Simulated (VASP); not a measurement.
Cost and result of VASP (PAW) for the lattice constant a of CsSnI₃ (cubic perovskite). Static lattice. The cost counts the five points of the equation of state, each on the mesh and cut-off of its row, so the ratios hold those differences too. With PBE it took about 4 core-minutes. Costs are core time on shared hosts, one run each; read them as rough ratios.

Unless said otherwise, spin-orbit coupling is left out, though it shifts the bands of the heavy elements here.

| level | k-mesh | cut-off (eV) | lattice constant a (Å) | cost over PBE |
|---|---|---|---|---|
| LDA | 4×4×4 | 520 | 6.053 | within a factor of 2 |
| PBEsol | 4×4×4 | 520 | 6.160 | within a factor of 2 |
| PBE | 4×4×4 | 520 | 6.305 | reference |
| r2SCAN | 4×4×4 | 520 | 6.245 | about 5 times |
| SCAN | 4×4×4 | 520 | ___ | ___ |

Task: What belongs in the gaps?

Result: 
- SCAN, lattice constant a (Å): 6.226
- SCAN, cost over PBE: about 6 times

Left out are levels that failed, ran on another kind of processor or have no fit band path; at most nine are shown.

The compound is CsSnI3 in the cubic perovskite structure, the ideal cubic form; the compound distorts at low or room temperature.
